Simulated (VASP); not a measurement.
Input of a VASP 6.6.1 run:

INCAR

```
SYSTEM = NaBI
  PREC = Accurate
  ENCUT = 600
  EDIFF = 1E-6
  ISMEAR = 0
  SIGMA = 0.05
  LREAL = .FALSE.
  LASPH = .TRUE.
  NELM = 80
  ALGO = Fast
  ISIF = 3
  LWAVE = .FALSE.
  LCHARG = .FALSE.
  GGA = PE
  IBRION = 2
  NSW = 40
  EDIFFG = -0.02
```

The input KPOINTS:

```
regular mesh
0
G
  7 7 5
  0 0 0
```

The input POSCAR:

```
NaBI
1.0
    4.4273558200      0.0000000000      0.0000000000
   -2.2136779100      3.8342026100      0.0000000000
    0.0000000000      0.0000000000      5.3711212200
Na B I
1 1 1
Direct
    0.0000000000      0.0000000000      0.0000000000
    0.3333333300      0.6666666700      0.5000000000
    0.6666666700      0.3333333300      0.5000000000
```

Potentials or basis: VASP PAW PBE potentials, release 64 (Na_pv, B, I).

Run with:

```bash
$ cat potpaw_PBE.64/Na_pv/POTCAR potpaw_PBE.64/B/POTCAR potpaw_PBE.64/I/POTCAR > POTCAR
$ mpirun -np 1 vasp_std > vasp.out
```

What does it give for the relaxed volume?

25.51 Å³/atom.

Predict the relaxed cell.

a = 4.676 Å, b = 4.676 Å, c = 4.043 Å, α = 90.00°, β = 90.00°, γ = 120.00°.

What does it give for the space group after relaxing (to 0.05 Å)?

P-6m2 (No. 187).

What does it give for the band gap on the k mesh?

None (metal or under the smearing width).

Final structure:
```yaml
crystal:
  lattice:
    - [4.67568, 0.00000, 0.00000]
    - [-2.33784, 4.04926, 0.00000]
    - [0.00000, 0.00000, 4.04288]
  atoms:
    - { symbol: Na, position: [0.00000, 0.00000, 0.00000] }
    - { symbol: B, position: [0.33333, 0.66667, 0.50000] }
    - { symbol: I, position: [0.66667, 0.33333, 0.50000] }
```

Caveat: the volume moved by over 15 % at a fixed basis, so the end points are rough; an odd number of electrons without spin polarisation forces a metal; a magnetic or distorted state may lie lower. Spin-orbit coupling is left out, which matters for the levels of I.
